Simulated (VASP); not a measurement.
A convergence study with VASP on Cu (fcc): one setting is varied, all else stays as given below, so the limit is that of these other settings.

```
Cu
1.0
    0.00000     1.80500     1.80500
    1.80500     0.00000     1.80500
    1.80500     1.80500     0.00000
Cu
1
Direct
  0.00000   0.00000   0.00000
```

Method: PBEsol GGA, VASP's PBE PAW potentials (set 64) (plane waves; VASP 6.6.1). The tightest run used: 550 eV cut-off, 27×27×27 Γ-centred mesh, tetrahedra with Blöchl corrections, potentials Cu.

Problem. The settings run are 3×3×3 mesh; 4×4×4 mesh; 5×5×5 mesh; 6×6×6 mesh; 7×7×7 mesh; 8×8×8 mesh; 9×9×9 mesh; 10×10×10 mesh; 11×11×11 mesh; 12×12×12 mesh; 13×13×13 mesh; 14×14×14 mesh; 16×16×16 mesh; 17×17×17 mesh; 18×18×18 mesh; 19×19×19 mesh; 20×20×20 mesh; 21×21×21 mesh; 22×22×22 mesh; 23×23×23 mesh; 24×24×24 mesh; 25×25×25 mesh; 26×26×26 mesh; 27×27×27 mesh. From which on does the stress (every component) stay within 0.5 GPa of the tightest run?

Solution. From 4×4×4 mesh on: it is off by 0.07 there and by no more than 0.5 in any finer run, while 3×3×3 mesh is off by 4.57.
```json
[
 {"setting": "3×3×3 mesh", "E (eV/atom)": "-4.6960", "pressure (GPa)": "-9.74", "irreducible k-points": "4", "difference judged (GPa)": "4.57"},
 {"setting": "4×4×4 mesh", "E (eV/atom)": "-4.1749", "pressure (GPa)": "-5.10", "irreducible k-points": "8", "difference judged (GPa)": "0.07"},
 {"setting": "5×5×5 mesh", "E (eV/atom)": "-4.3472", "pressure (GPa)": "-5.48", "irreducible k-points": "10", "difference judged (GPa)": "0.31"},
 {"setting": "6×6×6 mesh", "E (eV/atom)": "-4.3010", "pressure (GPa)": "-5.42", "irreducible k-points": "16", "difference judged (GPa)": "0.25"},
 {"setting": "7×7×7 mesh", "E (eV/atom)": "-4.3120", "pressure (GPa)": "-5.28", "irreducible k-points": "20", "difference judged (GPa)": "0.11"},
 {"setting": "8×8×8 mesh", "E (eV/atom)": "-4.3099", "pressure (GPa)": "-5.29", "irreducible k-points": "29", "difference judged (GPa)": "0.12"},
 {"setting": "9×9×9 mesh", "E (eV/atom)": "-4.3048", "pressure (GPa)": "-5.26", "irreducible k-points": "35", "difference judged (GPa)": "0.09"},
 {"setting": "10×10×10 mesh", "E (eV/atom)": "-4.3054", "pressure (GPa)": "-5.21", "irreducible k-points": "47", "difference judged (GPa)": "0.04"},
 {"setting": "11×11×11 mesh", "E (eV/atom)": "-4.3027", "pressure (GPa)": "-5.24", "irreducible k-points": "56", "difference judged (GPa)": "0.07"},
 {"setting": "12×12×12 mesh", "E (eV/atom)": "-4.3038", "pressure (GPa)": "-5.19", "irreducible k-points": "72", "difference judged (GPa)": "0.02"},
 {"setting": "13×13×13 mesh", "E (eV/atom)": "-4.3016", "pressure (GPa)": "-5.22", "irreducible k-points": "84", "difference judged (GPa)": "0.05"},
 {"setting": "14×14×14 mesh", "E (eV/atom)": "-4.3033", "pressure (GPa)": "-5.19", "irreducible k-points": "104", "difference judged (GPa)": "0.02"},
 {"setting": "16×16×16 mesh", "E (eV/atom)": "-4.3033", "pressure (GPa)": "-5.19", "irreducible k-points": "145", "difference judged (GPa)": "0.02"},
 {"setting": "17×17×17 mesh", "E (eV/atom)": "-4.3015", "pressure (GPa)": "-5.19", "irreducible k-points": "165", "difference judged (GPa)": "0.02"},
 {"setting": "18×18×18 mesh", "E (eV/atom)": "-4.3029", "pressure (GPa)": "-5.19", "irreducible k-points": "195", "difference judged (GPa)": "0.02"},
 {"setting": "19×19×19 mesh", "E (eV/atom)": "-4.3016", "pressure (GPa)": "-5.18", "irreducible k-points": "220", "difference judged (GPa)": "0.01"},
 {"setting": "20×20×20 mesh", "E (eV/atom)": "-4.3026", "pressure (GPa)": "-5.18", "irreducible k-points": "256", "difference judged (GPa)": "0.01"},
 {"setting": "21×21×21 mesh", "E (eV/atom)": "-4.3017", "pressure (GPa)": "-5.17", "irreducible k-points": "286", "difference judged (GPa)": "0.00"},
 {"setting": "22×22×22 mesh", "E (eV/atom)": "-4.3025", "pressure (GPa)": "-5.18", "irreducible k-points": "328", "difference judged (GPa)": "0.01"},
 {"setting": "23×23×23 mesh", "E (eV/atom)": "-4.3019", "pressure (GPa)": "-5.17", "irreducible k-points": "364", "difference judged (GPa)": "0.00"},
 {"setting": "24×24×24 mesh", "E (eV/atom)": "-4.3024", "pressure (GPa)": "-5.18", "irreducible k-points": "413", "difference judged (GPa)": "0.01"},
 {"setting": "25×25×25 mesh", "E (eV/atom)": "-4.3020", "pressure (GPa)": "-5.17", "irreducible k-points": "455", "difference judged (GPa)": "0.00"},
 {"setting": "26×26×26 mesh", "E (eV/atom)": "-4.3023", "pressure (GPa)": "-5.18", "irreducible k-points": "511", "difference judged (GPa)": "0.01"},
 {"setting": "27×27×27 mesh", "E (eV/atom)": "-4.3021", "pressure (GPa)": "-5.17", "irreducible k-points": "560", "difference judged (GPa)": "0.00"}
]
```

Left out are rungs that failed or repeat a setting and relaxations that didn't move; long series are thinned to 24 rows.

The compound is Cu in the fcc structure. The cell was not relaxed at this level.
